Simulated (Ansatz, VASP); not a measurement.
# CO2 in two plane-wave programs, part 2 of 2

One calculation is typed for both programs; each brings its own data sets. How far apart do they land? The cell is taken from a series of runs on this material, whose earlier steps may have relaxed, scaled, displaced or heated it; both programs get it as it stands.

VASP 6.6.1 and Ansatz 0.2.0.

So far: Starting point; Ansatz: zone-centre phonons, LDA.

## 3. VASP: zone-centre phonons, LDA

Level of this step: LDA; plane waves and PAW (C, O) (VASP).

The same cell, functional (in two slightly different forms) and mesh now go to VASP, with its own data sets.

Lines of VASP's logs that name or quote its potential files are left out, and so is its time.

INCAR

```
SYSTEM = CO2
PREC = Accurate
ENCUT = 600
EDIFF = 1E-08
NELM = 120
ISMEAR = 0
SIGMA = 0.01
LREAL = .FALSE.
ALGO = Normal
GGA = CA
NBANDS = 22
LORBIT = 11
LWAVE = .FALSE.
LCHARG = .FALSE.
ISIF = 2
IBRION = 8
LASPH = .TRUE.
GGA_COMPAT = .FALSE.
EFERMI = MIDGAP
KPAR = 2
```

POSCAR

```
CO2
1.0
   -1.9472565228      1.9472565228      2.9516678539
    1.9472565228     -1.9472565228      2.9516678539
    1.9472565228      1.9472565228     -2.9516678539
C O
2 4
Direct
    0.7500000000      0.2500000000      0.5000000000
    0.0000000000      0.0000000000      0.0000000000
    0.7085499806      0.1250000000      0.0835499806
    0.0414500194      0.6250000000      0.9164500194
    0.3750000000      0.2914500194      0.4164500194
    0.8750000000      0.9585499806      0.5835499806
```

KPOINTS

```
Automatic mesh
0
Gamma
8 8 8
0 0 0
```

PAW data sets: C and O (LDA family, release 64).

Command:

```bash
$ mpirun -np 2 vasp_std
```

Numbers of over 12 decimals in the logs are rounded to 6 here.

What it wrote:

```text
[banner, memory and clock lines left out]
running    2 mpi-ranks, on    1 nodes
 distrk:  each k-point on    1 cores,    2 groups
 distr:  one band on    1 cores,    1 groups

 POSCAR found type information on POSCAR C O
 POSCAR found :  2 types and       6 ions
 LDA part: xc-table for (Slater(with rela. corr.)+CA(PZ))
 , standard interpolation
 POSCAR, INCAR and KPOINTS ok, starting setup
 FFT: planning ... GRIDC
 FFT: planning ... GRID_SOFT
 FFT: planning ... GRID
 WAVECAR not read
 entering main loop
       N       E                     dE             d eps       ncg     rms          rms(c)
DAV:   1     0.179736273976E+03    0.17974E+03   -0.20694E+04  2596   0.163E+03
DAV:   2    -0.442315580591E+02   -0.22397E+03   -0.21573E+03  3442   0.341E+02
DAV:   3    -0.522645844195E+02   -0.80330E+01   -0.79950E+01  3304   0.664E+01
DAV:   4    -0.523394782093E+02   -0.74894E-01   -0.74817E-01  3234   0.723E+00
DAV:   5    -0.523406265226E+02   -0.11483E-02   -0.11481E-02  3286   0.866E-01    0.130E+01
DAV:   6    -0.492824688096E+02    0.30582E+01   -0.89517E+00  3208   0.229E+01    0.516E+00
DAV:   7    -0.491823619138E+02    0.10011E+00   -0.64520E-01  3172   0.605E+00    0.279E+00
DAV:   8    -0.491320450734E+02    0.50317E-01   -0.87383E-02  2998   0.261E+00    0.494E-01
DAV:   9    -0.491283699942E+02    0.36751E-02   -0.18186E-02  3172   0.111E+00    0.193E-01
DAV:  10    -0.491281409250E+02    0.22907E-03   -0.18572E-03  3196   0.351E-01    0.561E-02
DAV:  11    -0.491281011187E+02    0.39806E-04   -0.15105E-04  3226   0.948E-02    0.185E-02
DAV:  12    -0.491281011855E+02   -0.66851E-07   -0.12762E-05  3196   0.285E-02    0.338E-03
DAV:  13    -0.491281011888E+02   -0.32683E-08   -0.18737E-06  3196   0.974E-03    0.213E-03
DAV:  14    -0.491281011235E+02    0.65275E-07   -0.22132E-07  3190   0.401E-03    0.708E-04
DAV:  15    -0.491281011222E+02    0.13356E-08   -0.32263E-08  3148   0.126E-03
   1 F= -.49128101E+02 E0= -.49128101E+02  d E =0.000000E+00
 Linear response reoptimize wavefunctions to high precision
DAV:   1    -0.491281011221E+02    0.77762E-10   -0.97552E-10  2090   0.242E-04
 Linear response DOF=           5
 Linear response progress:
  Degree of freedom:   1/  5
       N       E                     dE             d eps       ncg     rms          rms(c)
RMM:   1    -0.125538910345E+00   -0.12554E+00    0.22989E-01 32704   0.302E+00
RMM:   2    -0.107919295819E+00    0.17620E-01   -0.93656E-03 20071   0.784E-01    0.197E-01
RMM:   3    -0.107409426306E+00    0.50987E-03   -0.52408E-04 20720   0.141E-01    0.118E-01
RMM:   4    -0.107221320254E+00    0.18811E-03   -0.16173E-04 20046   0.958E-02    0.325E-02
RMM:   5    -0.107247745117E+00   -0.26425E-04   -0.26784E-05 20638   0.325E-02    0.656E-03
RMM:   6    -0.107230706031E+00    0.17039E-04   -0.89520E-07 20559   0.780E-03    0.117E-03
RMM:   7    -0.107232817851E+00   -0.21118E-05   -0.11801E-07 21072   0.235E-03    0.591E-04
RMM:   8    -0.107231976628E+00    0.84122E-06   -0.66250E-08 20759   0.737E-04    0.830E-05
RMM:   9    -0.107232190357E+00   -0.21373E-06   -0.35809E-08 21054   0.210E-04    0.364E-05
RMM:  10    -0.107232265406E+00   -0.75050E-07   -0.15525E-08 21014   0.110E-04    0.709E-06
RMM:  11    -0.107232263162E+00    0.22447E-08   -0.98928E-09 21530   0.655E-05    0.229E-06
 first order change of Fermi-energy   0.43286E-05
 force on displaced ion       1 direction 1 : -36.780  -0.002  -0.001
 Linear response progress:
  Degree of freedom:   2/  5
       N       E                     dE             d eps       ncg     rms          rms(c)
RMM:   1    -0.116958461179E+00   -0.11696E+00    0.24507E-01 18529   0.289E+00
RMM:   2    -0.106924356013E+00    0.10034E-01   -0.77007E-03 11366   0.710E-01    0.193E-01
RMM:   3    -0.106275605413E+00    0.64875E-03   -0.57452E-04 11890   0.145E-01    0.114E-01
RMM:   4    -0.106013974111E+00    0.26163E-03   -0.17736E-04 11586   0.944E-02    0.329E-02
RMM:   5    -0.106015341996E+00   -0.13679E-05   -0.25017E-05 11902   0.308E-02    0.765E-03
RMM:   6    -0.106009848677E+00    0.54933E-05   -0.33168E-06 11826   0.817E-03    0.103E-03
RMM:   7    -0.106009387378E+00    0.46130E-06   -0.99388E-07 12178   0.188E-03    0.517E-04
RMM:   8    -0.106008643588E+00    0.74379E-06   -0.25102E-07 11913   0.660E-04    0.749E-05
RMM:   9    -0.106008799278E+00   -0.15569E-06   -0.86391E-09 12183   0.224E-04    0.475E-05
RMM:  10    -0.106008796171E+00    0.31067E-08    0.56340E-08 12042   0.130E-04    0.596E-06
 first order change of Fermi-energy   0.99456E-05
 force on displaced ion       1 direction 3 :   0.000  -0.000 -38.140
 Linear response progress:
  Degree of freedom:   3/  5
       N       E                     dE             d eps       ncg     rms          rms(c)
RMM:   1    -0.374494293478E+00   -0.37449E+00    0.34837E-01 24164   0.411E+00
RMM:   2    -0.356915409252E+00    0.17579E-01   -0.13689E-02 19373   0.822E-01    0.318E-01
RMM:   3    -0.357834100170E+00   -0.91869E-03   -0.18605E-03 19995   0.257E-01    0.169E-01
RMM:   4    -0.359348059233E+00   -0.15140E-02   -0.68491E-04 19801   0.150E-01    0.531E-02
RMM:   5    -0.359730357269E+00   -0.38230E-03   -0.51989E-05 21189   0.408E-02    0.144E-02
RMM:   6    -0.359743130604E+00   -0.12773E-04   -0.10720E-06 21413   0.735E-03    0.442E-03
RMM:   7    -0.359727392464E+00    0.15738E-04    0.68448E-07 21025   0.326E-03    0.442E-04
RMM:   8    -0.359725512921E+00    0.18795E-05   -0.34456E-08 21642   0.702E-04    0.118E-04
RMM:   9    -0.359725675136E+00   -0.16222E-06   -0.41266E-08 21600   0.193E-04    0.337E-05
RMM:  10    -0.359725827299E+00   -0.15216E-06   -0.32041E-08 21636   0.120E-04    0.529E-06
RMM:  11    -0.359725782665E+00    0.44634E-07   -0.26942E-08 21644   0.968E-05    0.188E-06
RMM:  12    -0.359725804062E+00   -0.21397E-07    0.22145E-08 20258   0.901E-05    0.390E-07
RMM:  13    -0.359725801785E+00    0.22773E-08   -0.37765E-08 16036   0.887E-05    0.101E-07
 first order change of Fermi-energy  -0.11785E-04
 force on displaced ion       3 direction 1 : -33.630  -0.003  16.488
 Linear response progress:
  Degree of freedom:   4/  5
       N       E                     dE             d eps       ncg     rms          rms(c)
RMM:   1    -0.379174989599E+00   -0.37917E+00    0.18359E-01 14967   0.393E+00
RMM:   2    -0.355797893939E+00    0.23377E-01   -0.12384E-02 11472   0.750E-01    0.339E-01
RMM:   3    -0.355863384933E+00   -0.65491E-04   -0.50819E-03 11404   0.424E-01    0.137E-01
RMM:   4    -0.356559753775E+00   -0.69637E-03   -0.23241E-04 11214   0.901E-02    0.735E-02
RMM:   5    -0.357338942128E+00   -0.77919E-03   -0.12886E-04 10618   0.637E-02    0.140E-02
RMM:   6    -0.357345785435E+00   -0.68433E-05   -0.18385E-05 11931   0.148E-02    0.407E-03
RMM:   7    -0.357329794135E+00    0.15991E-04   -0.10357E-06 11684   0.431E-03    0.751E-04
RMM:   8    -0.357330981236E+00   -0.11871E-05    0.81447E-07 12189   0.137E-03    0.358E-04
RMM:   9    -0.357329890420E+00    0.10908E-05   -0.35676E-07 12001   0.573E-04    0.842E-05
RMM:  10    -0.357329803272E+00    0.87147E-07   -0.51079E-08 12276   0.172E-04    0.209E-05
RMM:  11    -0.357329935183E+00   -0.13191E-06    0.12052E-09 12047   0.112E-04    0.111E-05
RMM:  12    -0.357329993930E+00   -0.58747E-07   -0.10593E-07 12452   0.897E-05    0.246E-06
RMM:  13    -0.357330001949E+00   -0.80188E-08   -0.54768E-08 11902   0.767E-05    0.623E-07
 first order change of Fermi-energy   0.65914E+00
 force on displaced ion       3 direction 2 :  -0.000 -28.347   0.000
 Linear response progress:
  Degree of freedom:   5/  5
       N       E                     dE             d eps       ncg     rms          rms(c)
RMM:   1    -0.373901529114E+00   -0.37390E+00    0.25191E-01 24196   0.396E+00
RMM:   2    -0.360443607321E+00    0.13458E-01   -0.12570E-02 19399   0.748E-01    0.275E-01
RMM:   3    -0.361616294427E+00   -0.11727E-02   -0.13399E-03 19748   0.222E-01    0.148E-01
RMM:   4    -0.363256136989E+00   -0.16398E-02   -0.55784E-04 19112   0.141E-01    0.422E-02
RMM:   5    -0.363595959574E+00   -0.33982E-03   -0.30258E-05 20819   0.355E-02    0.113E-02
RMM:   6    -0.363599704696E+00   -0.37451E-05   -0.26393E-06 20780   0.844E-03    0.186E-03
RMM:   7    -0.363594492026E+00    0.52127E-05   -0.67156E-08 20909   0.200E-03    0.396E-04
RMM:   8    -0.363593531413E+00    0.96061E-06    0.12252E-07 21332   0.539E-04    0.137E-04
RMM:   9    -0.363593112109E+00    0.41930E-06   -0.21015E-08 21339   0.209E-04    0.359E-05
RMM:  10    -0.363593160470E+00   -0.48360E-07   -0.22607E-08 21235   0.116E-04    0.736E-06
RMM:  11    -0.363593162233E+00   -0.17637E-08   -0.20917E-08 21459   0.962E-05    0.205E-06
 first order change of Fermi-energy   0.14894E-04
 force on displaced ion       3 direction 3 :  16.484   0.005 -24.653
 Linear response finished
```

OUTCAR, selected parts (step 3):

```text
ion  position               nearest neighbor table
   1  0.750  0.250  0.500-   3 1.38   4 1.38   5 1.38   6 1.38
   2  0.000  0.000  0.000-   3 1.38   4 1.38   5 1.38   6 1.38
   3  0.709  0.125  0.084-   1 1.38   2 1.38
   4  0.041  0.625  0.916-   1 1.38   2 1.38
   5  0.375  0.291  0.416-   1 1.38   2 1.38
   6  0.875  0.959  0.584-   1 1.38   2 1.38

  LATTYP: Found a body centered tetragonal cell.
 ALAT       =     3.8945130456
 C/A-ratio  =     1.5158084307

 Subroutine GETGRP returns: Found  8 space group operations
 (whereof  4 operations were pure point group operations)

The static configuration has the point symmetry S_4 .
 The point group associated with its full space group is D_2d.

 Found     59 irreducible k-points:

   k-points           NKPTS =     59   k-points in BZ     NKDIM =     59   number of bands    NBANDS=     22

   dimension x,y,z NGX =    32 NGY =   32 NGZ =   32
   dimension x,y,z NGXF=    64 NGYF=   64 NGZF=   64

   ENCUT  =  600.0 eV  44.10 Ry    6.64 a.u.   8.06  8.06  8.06*2*pi/ulx,y,z

   NELECT =      32.0000    total number of electrons

 k-points in reciprocal lattice and weights: Automatic mesh
   0.00000000  0.00000000  0.00000000       0.002
   0.12500000  0.00000000  0.00000000       0.016
   0.25000000  0.00000000  0.00000000       0.016
   0.37500000 -0.00000000  0.00000000       0.016
   0.50000000  0.00000000  0.00000000       0.008
   0.12500000  0.12500000  0.00000000       0.016
   0.25000000  0.12500000  0.00000000       0.031
   0.37500000  0.12500000  0.00000000       0.031
   0.50000000  0.12500000  0.00000000       0.031
[...]
-0.37500000 -0.37500000  0.37500000       0.004
   0.50000000  0.50000000  0.50000000       0.002

 average (electrostatic) potential at core
       1 -59.1011       2 -59.1011       3 -73.2650       4 -73.2650       5 -73.2650
       6 -73.2650

 Eigenvectors and eigenvalues of the dynamical matrix
 ----------------------------------------------------

   1 f  =   33.371323 THz   209.678208 2PiTHz 1113.147525 cm-1   138.012641 meV
             X         Y         Z           dx          dy          dz
      0.000000  1.947257  1.475834     0.000000    0.000000   -0.000000
      0.000000  0.000000  0.000000    -0.000000    0.000000    0.000000
     -0.973628  1.299015  2.213751     0.377687   -0.000000   -0.327647
      2.920885  0.648242 -0.737917    -0.377687    0.000000   -0.327647
      0.648242  0.973628  0.737917    -0.000000    0.377687    0.327647
      1.299015  0.973628  3.689585     0.000000   -0.377687    0.327647

   2 f  =   33.330010 THz   209.418628 2PiTHz 1111.769456 cm-1   137.841783 meV
             X         Y         Z           dx          dy          dz
      0.000000  1.947257  1.475834    -0.000000    0.000000   -0.705859
      0.000000  0.000000  0.000000    -0.000000   -0.000000    0.705859
     -0.973628  1.299015  2.213751    -0.000000   -0.029691    0.000000
      2.920885  0.648242 -0.737917     0.000000    0.029691    0.000000
      0.648242  0.973628  0.737917    -0.029691   -0.000000   -0.000000
      1.299015  0.973628  3.689585     0.029691    0.000000   -0.000000

   3 f  =   32.218429 THz   202.434359 2PiTHz 1074.691107 cm-1   133.244655 meV
             X         Y         Z           dx          dy          dz
      0.000000  1.947257  1.475834    -0.534173   -0.369754    0.000000
      0.000000  0.000000  0.000000     0.574761   -0.302835    0.000000
     -0.973628  1.299015  2.213751    -0.000992    0.274882   -0.002580
      2.920885  0.648242 -0.737917    -0.000992    0.274882    0.002580
      0.648242  0.973628  0.737917    -0.016588    0.016434   -0.042755
      1.299015  0.973628  3.689585    -0.016588    0.016434    0.042755

   4 f  =   32.218429 THz   202.434359 2PiTHz 1074.691107 cm-1   133.244655 meV
             X         Y         Z           dx          dy          dz
      0.000000  1.947257  1.475834     0.369754   -0.534173    0.000000
      0.000000  0.000000  0.000000     0.302835    0.574761    0.000000
     -0.973628  1.299015  2.213751    -0.016434   -0.016588   -0.042755
      2.920885  0.648242 -0.737917    -0.016434   -0.016588    0.042755
      0.648242  0.973628  0.737917    -0.274882   -0.000992    0.002580
      1.299015  0.973628  3.689585    -0.274882   -0.000992   -0.002580

   5 f  =   28.440604 THz   178.697584 2PiTHz  948.676429 cm-1   117.620834 meV
             X         Y         Z           dx          dy          dz
      0.000000  1.947257  1.475834    -0.000000   -0.000000    0.411439
      0.000000  0.000000  0.000000    -0.000000   -0.000000    0.411439
     -0.973628  1.299015  2.213751     0.365501    0.000000   -0.178236
      2.920885  0.648242 -0.737917    -0.365501   -0.000000   -0.178236
      0.648242  0.973628  0.737917    -0.000000   -0.365501   -0.178236
      1.299015  0.973628  3.689585    -0.000000    0.365501   -0.178236

   6 f  =   27.985701 THz   175.839348 2PiTHz  933.502515 cm-1   115.739509 meV
             X         Y         Z           dx          dy          dz
      0.000000  1.947257  1.475834     0.239388   -0.363801   -0.000000
      0.000000  0.000000  0.000000    -0.125150   -0.417127   -0.000000
     -0.973628  1.299015  2.213751    -0.061370   -0.080956    0.050946
      2.920885  0.648242 -0.737917    -0.061370   -0.080956   -0.050946
      0.648242  0.973628  0.737917     0.011843    0.419521    0.348265
      1.299015  0.973628  3.689585     0.011843    0.419521   -0.348265

   7 f  =   27.985701 THz   175.839348 2PiTHz  933.502515 cm-1   115.739509 meV
             X         Y         Z           dx          dy          dz
      0.000000  1.947257  1.475834    -0.363801   -0.239388   -0.000000
      0.000000  0.000000  0.000000    -0.417127    0.125150   -0.000000
     -0.973628  1.299015  2.213751     0.419521   -0.011843   -0.348265
      2.920885  0.648242 -0.737917     0.419521   -0.011843    0.348265
      0.648242  0.973628  0.737917    -0.080956    0.061370    0.050946
      1.299015  0.973628  3.689585    -0.080956    0.061370   -0.050946

   8 f  =   25.681177 THz   161.359596 2PiTHz  856.631869 cm-1   106.208768 meV
             X         Y         Z           dx          dy          dz
      0.000000  1.947257  1.475834    -0.399094    0.291065   -0.000000
      0.000000  0.000000  0.000000     0.392247    0.300229   -0.000000
     -0.973628  1.299015  2.213751    -0.001712   -0.403788    0.003087
      2.920885  0.648242 -0.737917    -0.001712   -0.403788   -0.003087
      0.648242  0.973628  0.737917     0.004676    0.147855    0.266579
      1.299015  0.973628  3.689585     0.004676    0.147855   -0.266579

   9 f  =   25.681177 THz   161.359596 2PiTHz  856.631869 cm-1   106.208768 meV
             X         Y         Z           dx          dy          dz
      0.000000  1.947257  1.475834     0.291065    0.399094   -0.000000
      0.000000  0.000000  0.000000     0.300229   -0.392247   -0.000000
     -0.973628  1.299015  2.213751     0.147855   -0.004676   -0.266579
      2.920885  0.648242 -0.737917     0.147855   -0.004676    0.266579
      0.648242  0.973628  0.737917    -0.403788    0.001712    0.003087
      1.299015  0.973628  3.689585    -0.403788    0.001712   -0.003087

  10 f  =   23.610739 THz   148.350648 2PiTHz  787.569475 cm-1    97.646126 meV
             X         Y         Z           dx          dy          dz
      0.000000  1.947257  1.475834    -0.000000    0.000000    0.041989
      0.000000  0.000000  0.000000    -0.000000    0.000000   -0.041989
     -0.973628  1.299015  2.213751     0.000000   -0.499118   -0.000000
      2.920885  0.648242 -0.737917     0.000000    0.499118    0.000000
      0.648242  0.973628  0.737917    -0.499118   -0.000000   -0.000000
      1.299015  0.973628  3.689585     0.499118   -0.000000    0.000000

  11 f  =   20.878163 THz   131.181365 2PiTHz  696.420545 cm-1    86.345104 meV
             X         Y         Z           dx          dy          dz
      0.000000  1.947257  1.475834     0.000000    0.000000    0.440732
      0.000000  0.000000  0.000000     0.000000    0.000000    0.440732
     -0.973628  1.299015  2.213751    -0.341188    0.000000   -0.190967
      2.920885  0.648242 -0.737917     0.341188   -0.000000   -0.190967
      0.648242  0.973628  0.737917    -0.000000    0.341188   -0.190967
      1.299015  0.973628  3.689585    -0.000000   -0.341188   -0.190967

  12 f  =   19.385545 THz   121.802973 2PiTHz  646.632185 cm-1    80.172137 meV
             X         Y         Z           dx          dy          dz
      0.000000  1.947257  1.475834    -0.000000    0.000000   -0.000000
      0.000000  0.000000  0.000000     0.000000    0.000000    0.000000
     -0.973628  1.299015  2.213751    -0.000000   -0.500000    0.000000
      2.920885  0.648242 -0.737917    -0.000000    0.500000   -0.000000
      0.648242  0.973628  0.737917     0.500000   -0.000000    0.000000
      1.299015  0.973628  3.689585    -0.500000    0.000000   -0.000000

  13 f  =   16.195523 THz   101.759471 2PiTHz  540.224492 cm-1    66.979270 meV
             X         Y         Z           dx          dy          dz
      0.000000  1.947257  1.475834     0.000000    0.000000    0.000000
      0.000000  0.000000  0.000000     0.000000    0.000000    0.000000
     -0.973628  1.299015  2.213751    -0.327647    0.000000   -0.377687
      2.920885  0.648242 -0.737917     0.327647   -0.000000   -0.377687
      0.648242  0.973628  0.737917    -0.000000   -0.327647    0.377687
      1.299015  0.973628  3.689585     0.000000    0.327647    0.377687
    [... 43 further lines ...]
      0.648242  0.973628  0.737917     0.420530   -0.071720   -0.000034
      1.299015  0.973628  3.689585     0.420530   -0.071720    0.000034

 ELASTIC MODULI CONTR FROM IONIC RELAXATION (kBar)
 Direction    XX          YY          ZZ          XY          YZ          ZX
 --------------------------------------------------------------------------------
 XX       -2451.1415  -1342.1857  -1046.0154     -0.0000      0.0000      0.0000
 YY       -1342.1857  -2451.1415  -1046.0154      0.0000      0.0000      0.0000
 ZZ       -1046.0154  -1046.0154   -576.8805     -0.0000      0.0000      0.0000
 XY          -0.0000      0.0000     -0.0000  -1106.4553      0.0000      0.0000
 YZ           0.0000      0.0000      0.0000      0.0000  -1368.0827     -0.0000
 ZX           0.0000      0.0000      0.0000      0.0000     -0.0000  -1351.2141
 --------------------------------------------------------------------------------
```

## 4. Comparison

Known differences besides the potentials themselves: the two LDA forms differ slightly; fixed occupations in Ansatz, narrow Gaussian smearing in VASP; the cutoff is 420 eV in Ansatz and 600 eV in VASP; VASP's log shows a relativistic correction to its local exchange, Ansatz's none. Total energies have different zeros and are not compared.

Compared:

```csv
quantity,Ansatz,VASP,difference
optical mode 1 to 2 (cm⁻¹),348.1,343.8,+1.27 %
optical mode 3 (cm⁻¹),542.2,540.2,+0.37 %
optical mode 4 (cm⁻¹),651.3,646.6,+0.72 %
optical mode 5 (cm⁻¹),700.4,696.4,+0.57 %
optical mode 6 (cm⁻¹),792.0,787.6,+0.56 %
optical mode 7 to 8 (cm⁻¹),861.3,856.6,+0.54 %
optical mode 9 to 10 (cm⁻¹),907.8,933.5,-2.75 %
optical mode 11 (cm⁻¹),927.0,948.7,-2.28 %
optical mode 12 to 13 (cm⁻¹),1072.3,1074.7,-0.22 %
optical mode 14 (cm⁻¹),1103.3,1111.8,-0.77 %
optical mode 15 (cm⁻¹),1107.8,1113.1,-0.48 %
```

Modes are paired by rising frequency, not by their patterns, so a pair may set unlike modes beside each other; they are those without the splitting of longitudinal modes.

## 5. What came out

| Quantity | Value |
| --- | --- |
| r.m.s. difference of the optical zone-centre modes, each program's sorted by frequency (zone-centre phonons, LDA) | 12 cm⁻¹ |
| difference in optical mode 9 to 10 (zone-centre phonons, LDA) | -2.8 % |

In words: The r.m.s. difference of the optical zone-centre modes, each program's sorted by frequency is 12 cm⁻¹ (zone-centre phonons, LDA). Among the rows given in per cent, the largest difference of the zone-centre phonons, LDA pair is in optical mode 9 to 10, -2.8 %. How closely two codes agree says nothing of how well the functional describes the real material.

[Lines on the potential files, build, host, timing and source positions are cut from VASP's logs without a mark.]

[Logs are printed without paths, hosts, clocks, repeated set-up lines and the standing remarks that a program may print on its own settings, such as how far it seeks lower states.]

[Hosts, paths, dates, database ids (printed as entryN), source tags and the programs' standing remarks are cut or masked in the printed files.]
